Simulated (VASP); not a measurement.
Data:

```
CELL_PARAMETERS angstrom
      0.00000     2.27165     2.27165
      2.26599     0.00566     2.26599
      2.26599     2.26599     0.00566
ATOMIC_POSITIONS crystal
  B  0.00000 0.00000 0.00000
  P  0.25000 0.25000 0.25000
```

These are r2SCAN meta-GGA, VASP's PBE PAW potentials (set 64) (plane waves; VASP 6.6.1) values and carry that method's errors. Run with 600 eV cut-off, 10×10×10 Γ-centred mesh, Gaussian smearing of 0.050 eV, potentials B P.

Q: What does the run give for the energy per atom (σ→0)?

A: 
```
Item                            Value
---------------------  --------------
energy per atom (σ→0)  -8.657 eV/atom
```

The compound is BP in the zinc blende structure. This cell was strained or had an atom moved on purpose.
